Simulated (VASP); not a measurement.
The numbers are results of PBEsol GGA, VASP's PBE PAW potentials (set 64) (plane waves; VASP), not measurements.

Input for VASP

### POSCAR
```
CuAu
1
    2.7787887044    -0.0000000000     0.0000000000
   -0.0000000000     2.7787887044     0.0000000000
   -0.0000000000    -0.0000000000     3.6823394250
Cu Au
1 1
Direct
  0.0000000000   1.0000000000   0.0000000000
  0.5000000000   0.5000000000   0.5000000000
```

INCAR:
```
ALGO = Normal
EDIFF = 1E-6
EDIFFG = -0.02
ENCUT = 500
GGA = PS
IBRION = 2
ISIF = 3
ISMEAR = 1
LASPH = T
LCHARG = F
LMAXMIX = 6
LREAL = F
LWAVE = F
NELM = 100
NSW = 40
PREC = Accurate
SIGMA = 0.1
SYSTEM = CuAu
```

File KPOINTS:
```
Automatic
0
G
13 13 10
```

POTCAR, in this order: Cu Au (PBE.64 set). Program: vasp_std.

The run wrote:

File OUTCAR:
```
 ion  position               nearest neighbor table
   1  0.000  0.000  0.000-   2 2.69   2 2.69   2 2.69   2 2.69   2 2.69   2 2.69   2 2.69   2 2.69
  LATTYP: Found a simple tetragonal cell.
 ALAT       =     2.7787887044
 C/A-ratio  =     1.3251599228
 Subroutine PRICEL returns:
 Original cell was already a primitive cell.
 Subroutine GETGRP returns: Found 16 space group operations
The static configuration has the point symmetry D_4h.
The dynamic configuration has the point symmetry D_4h.
 Subroutine INISYM returns: Found 16 space group operations
 Subroutine IBZKPT returns following result:
 Found    168 irreducible k-points:

 Following reciprocal coordinates:
            Coordinates               Weight
  0.000000  0.000000  0.000000      1.000000
  0.076923  0.000000  0.000000      4.000000
  0.153846  0.000000  0.000000      4.000000
  0.230769  0.000000  0.000000      4.000000
  0.307692  0.000000  0.000000      4.000000
  0.384615  0.000000  0.000000      4.000000
  0.461538  0.000000  0.000000      4.000000
  0.076923  0.076923  0.000000      4.000000
  0.153846  0.076923  0.000000      8.000000
  0.230769  0.076923  0.000000      8.000000
  0.307692  0.076923  0.000000      8.000000
  0.384615  0.076923  0.000000      8.000000
  0.461538  0.076923  0.000000      8.000000
  0.153846  0.153846  0.000000      4.000000
  0.230769  0.153846  0.000000      8.000000
  0.307692  0.153846  0.000000      8.000000
  0.384615  0.153846  0.000000      8.000000
  0.461538  0.153846  0.000000      8.000000
  0.230769  0.230769  0.000000      4.000000
  0.307692  0.230769  0.000000      8.000000
  0.384615  0.230769  0.000000      8.000000
  0.461538  0.230769  0.000000      8.000000
  0.307692  0.307692  0.000000      4.000000
  0.384615  0.307692  0.000000      8.000000
...
```

OSZICAR:
```
       N       E                     dE             d eps       ncg     rms          rms(c)
DAV:   1     0.126483077601E+03    0.12648E+03   -0.11242E+04  5311   0.204E+03
DAV:   2    -0.514063019397E+01   -0.13162E+03   -0.12587E+03  5208   0.329E+02
DAV:   3    -0.953042931694E+01   -0.43898E+01   -0.43387E+01  6266   0.706E+01
DAV:   4    -0.957623297453E+01   -0.45804E-01   -0.45795E-01  5799   0.612E+00
DAV:   5    -0.957756263968E+01   -0.13297E-02   -0.13297E-02  7565   0.116E+00    0.129E+01
DAV:   6    -0.892259476194E+01    0.65497E+00   -0.10745E+01  5176   0.960E+01    0.592E+00
DAV:   7    -0.842435964482E+01    0.49824E+00   -0.38698E+00  6298   0.999E+01    0.606E+00
DAV:   8    -0.836464285960E+01    0.59717E-01   -0.30995E-01  7081   0.141E+01    0.283E+00
DAV:   9    -0.835651313669E+01    0.81297E-02   -0.22591E-02  7774   0.330E+00    0.140E-01
DAV:  10    -0.835611142990E+01    0.40171E-03   -0.29280E-03  6400   0.743E-01    0.705E-02
DAV:  11    -0.835611401928E+01   -0.25894E-05   -0.67243E-05  7737   0.134E-01    0.470E-02
DAV:  12    -0.835610806718E+01    0.59521E-05   -0.11605E-05  6728   0.126E-01    0.200E-03
DAV:  13    -0.835610806668E+01    0.50295E-09   -0.36995E-07  3199   0.136E-02
   1 F= -.83561081E+01 E0= -.83560841E+01  d E =-.835611E+01
```

**OUTCAR**
```
------------------------ aborting loop because EDIFF is reached ----------------------------------------
  FORCE on cell =-STRESS in cart. coord.  units (eV):
  Direction    XX          YY          ZZ          XY          YZ          ZX
  --------------------------------------------------------------------------------------
  Total        0.0079378      0.0079378     -0.0216140      0.0000000      0.0000000      0.0000000
  in kB        0.4472740      0.4472740     -1.2178952      0.0000000      0.0000000      0.0000000
  external PRESSURE =      -0.1077824 kB  Pullay stress =       0.0000000 kB
  volume of cell :       28.43
      direct lattice vectors                 reciprocal lattice vectors
     2.778788704  0.000000000  0.000000000     0.359869032  0.000000000  0.000000000
     0.000000000  2.778788704  0.000000000     0.000000000  0.359869032  0.000000000
     0.000000000  0.000000000  3.682339425     0.000000000  0.000000000  0.271566492
 POSITION                                       TOTAL-FORCE (eV/Angst)
 -----------------------------------------------------------------------------------
      0.00000      0.00000      0.00000         0.000000      0.000000      0.000000
      1.38939      1.38939      1.84117         0.000000      0.000000      0.000000
 -----------------------------------------------------------------------------------
    total drift:                               -0.000000      0.000000      0.000000
  FREE ENERGIE OF THE ION-ELECTRON SYSTEM (eV)
  ---------------------------------------------------
  free  energy   TOTEN  =        -8.3561080667 eV

  energy  without entropy=       -8.3560362355  energy(sigma->0) =       -8.35608412

 reached required accuracy - stopping structural energy minimisation
```
(Selected blocks of OUTCAR.)

The compound is CuAu in the L1_0 structure. It was relaxed first.
